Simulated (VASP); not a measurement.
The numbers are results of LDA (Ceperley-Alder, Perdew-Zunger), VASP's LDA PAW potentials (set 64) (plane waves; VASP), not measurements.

VASP ran on this input.

**INCAR**
```
ISMEAR = 0
ALGO = Normal   ! blocked Davidson
ISIF = 2   ! forces and stress, cell fixed
SYSTEM = IrRh3
PREC = Accurate
LCHARG = .FALSE.
LMAXMIX = 6
LASPH = .TRUE.   ! aspherical one-centre terms
SIGMA = 0.136   ! width (eV)
EDIFF = 1E-6   ! SCF stop (eV)
LWAVE = .FALSE.
LREAL = .FALSE.   ! projection in real space or not
NELM = 100
ENCUT = 300   ! plane-wave cut-off (eV)
```

**POSCAR**
```
IrRh3
1
   -1.9067800000     1.9067800000     3.8194850000
    1.9067800000    -1.9067800000     3.8194850000
    1.9067800000     1.9067800000    -3.8194850000
Ir Rh
1 3
Direct
  0.0000000000   0.0000000000   0.0000000000
  0.7500000000   0.2500000000   0.5000000000
  0.2500000000   0.7500000000   0.5000000000
  0.5000000000   0.5000000000   0.0000000000
```

File KPOINTS:
```
Automatic mesh
0
Gamma
10 10 10
0 0 0
```

POTCAR, in this order: Ir Rh_pv (LDA.64 set). Program: vasp_std.

What VASP printed:

**OSZICAR**
```
       N       E                     dE             d eps       ncg     rms          rms(c)
DAV:   1     0.495636017471E+03    0.49564E+03   -0.24207E+04  7320   0.130E+03
DAV:   2    -0.226148904032E+02   -0.51825E+03   -0.50558E+03  7480   0.474E+02
DAV:   3    -0.385347948477E+02   -0.15920E+02   -0.15593E+02  7384   0.895E+01
DAV:   4    -0.388327637550E+02   -0.29797E+00   -0.29744E+00  7288   0.132E+01
DAV:   5    -0.388408559409E+02   -0.80922E-02   -0.80863E-02  7624   0.199E+00    0.231E+01
DAV:   6    -0.366965712543E+02    0.21443E+01   -0.77179E+00  7848   0.228E+01    0.859E+00
DAV:   7    -0.371108554281E+02   -0.41428E+00   -0.51162E+00  8272   0.197E+01    0.809E+00
DAV:   8    -0.364590208436E+02    0.65183E+00   -0.23847E+00  8400   0.132E+01    0.249E+00
DAV:   9    -0.364622882376E+02   -0.32674E-02   -0.13614E-01  7248   0.432E+00    0.120E+00
DAV:  10    -0.364463314985E+02    0.15957E-01   -0.34066E-02  7352   0.239E+00    0.316E-01
DAV:  11    -0.364454236634E+02    0.90784E-03   -0.55363E-03  7824   0.769E-01    0.528E-02
DAV:  12    -0.364454473172E+02   -0.23654E-04   -0.28944E-04  7016   0.177E-01    0.307E-02
DAV:  13    -0.364454423042E+02    0.50130E-05   -0.24495E-05  8688   0.650E-02    0.718E-03
DAV:  14    -0.364454424198E+02   -0.11559E-06   -0.10723E-06  3744   0.109E-02
   1 F= -.36445442E+02 E0= -.36424001E+02  d E =-.428823E-01
```

### OUTCAR
```
------------------------ aborting loop because EDIFF is reached ----------------------------------------
  FORCE on cell =-STRESS in cart. coord.  units (eV):
  Direction    XX          YY          ZZ          XY          YZ          ZX
  --------------------------------------------------------------------------------------
  Total       -3.8992498     -3.8992498     -3.9181431      0.0000000     -0.0000000      0.0000000
  in kB     -112.4671423   -112.4671423   -113.0120892      0.0000000     -0.0000000      0.0000000
  external PRESSURE =    -112.6487913 kB  Pullay stress =       0.0000000 kB
  volume of cell :       55.55
      direct lattice vectors                 reciprocal lattice vectors
    -1.906780000  1.906780000  3.819485000     0.000000000  0.262222176  0.130907701
     1.906780000 -1.906780000  3.819485000     0.262222176  0.000000000  0.130907701
     1.906780000  1.906780000 -3.819485000     0.262222176  0.262222176  0.000000000
 POSITION                                       TOTAL-FORCE (eV/Angst)
 -----------------------------------------------------------------------------------
      0.00000      0.00000      0.00000         0.000000      0.000000      0.000000
     -0.00000      1.90678      1.90974         0.000000     -0.000000     -0.000000
      1.90678     -0.00000      1.90974        -0.000000     -0.000000      0.000000
      0.00000      0.00000      3.81948         0.000000      0.000000      0.000000
 -----------------------------------------------------------------------------------
    total drift:                                0.000000      0.000000      0.000000
  FREE ENERGIE OF THE ION-ELECTRON SYSTEM (eV)
  ---------------------------------------------------
  free  energy   TOTEN  =       -36.4454424198 eV

  energy  without entropy=      -36.4025601104  energy(sigma->0) =      -36.42400127
```
(Selected blocks of OUTCAR.)

### OUTCAR
```
 val. band max:       11.2701800558   @ k =   0.5000   0.5000   0.4000

 cond. band min:      11.2789043452   @ k =  -0.3000   0.5000   0.3000


 Fermi energy:        11.2728561521

 k-point     1 :       0.0000    0.0000    0.0000
  band No.  band energies     occupation
      1     -35.5159      2.00000
      2     -35.4579      2.00000
      3     -35.4579      2.00000
      4     -35.2812      2.00000
      5     -35.2812      2.00000
      6     -35.2712      2.00000
      7     -35.0588      2.00000
      8     -35.0588      2.00000
      9     -35.0084      2.00000
     10       2.4139      2.00000
     11       4.6128      2.00000
     12       4.9938      2.00000
     13       5.8293      2.00000
     14       6.1285      2.00000
     15       7.1560      2.00000
     16       7.1560      2.00000
     17       7.2811      2.00000
     18       7.2811      2.00000
     19       8.0068      2.00000
     20       8.0390      2.00000
     21       8.0390      2.00000
     22       9.9115      2.00000
     23      10.0189      2.00000
     24      10.2635      2.00000
     25      10.2768      2.00000
     26      11.9359      0.00000
     27      12.1460      0.00000
     28      12.3830      0.00000
     29      12.3830      0.00000
     30      12.6661      0.00000
     31      14.1028      0.00000
     32      20.4209      0.00000

 k-point     2 :       0.1000    0.0000   -0.0000
  band No.  band energies     occupation
      1     -35.5176      2.00000
      2     -35.4522      2.00000
      3     -35.4449      2.00000
      4     -35.3139      2.00000
      5     -35.2812      2.00000
      6     -35.2363      2.00000
      7     -35.0703      2.00000
      8     -35.0649      2.00000
      9     -35.0126      2.00000
     10       2.5852      2.00000
     11       4.7316      2.00000
     12       5.1009      2.00000
     13       5.8666      2.00000
     14       6.1437      2.00000
     15       6.8049      2.00000
     16       6.8239      2.00000
...
```

At this cut-off the stress carries a Pulay error, which pulls relaxed volumes low. Unless said otherwise, spin-orbit coupling is left out, though it shifts the bands of the heavy elements here.

The structure comes from a computed database's IrRh3 entry; how it stands against other phases isn't given here. The cell was not relaxed at this level.
